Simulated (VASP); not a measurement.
```xyz
2
Lattice="2.9359 0.0000 0.0000 0.0000 2.9359 0.0000 0.0000 0.0000 2.9359" Properties=species:S:1:pos:R:3 pbc="T T T"
B      0.0000     0.0000     0.0000
As     1.4680     1.4680     1.4680
```

All values below come from r2SCAN meta-GGA, VASP's PBE PAW potentials (set 64) (plane waves; VASP 6.6.1). Run with 520 eV cut-off, 14×14×14 Γ-centred mesh, tetrahedra with Blöchl corrections, potentials B As.

Problem. Give the energies of bands 2 to 7 at the high-symmetry points, in eV from the Fermi level.

Solution. 
```json
[
 {"band": "2", "Γ": "-1.02", "X": "-10.76", "M": "-7.25", "R": "-3.33"},
 {"band": "3", "Γ": "-1.02", "X": "2.98", "M": "-7.25", "R": "-3.33"},
 {"band": "4", "Γ": "-1.02", "X": "2.98", "M": "-5.98", "R": "-3.33"},
 {"band": "5", "Γ": "-0.27", "X": "3.25", "M": "4.41", "R": "-2.95"},
 {"band": "6", "Γ": "6.00", "X": "3.25", "M": "5.22", "R": "-2.09"},
 {"band": "7", "Γ": "6.00", "X": "3.75", "M": "7.67", "R": "-2.09"}
]
```

It has no gap at this level: it comes out as a metal or semimetal.

The structure was generated: BAs was put into the CsCl type (Pm-3m), which need not be its known phase. It was relaxed first, which changed the volume by +31 %. VASP warned that the highest band is occupied, so more bands are needed.
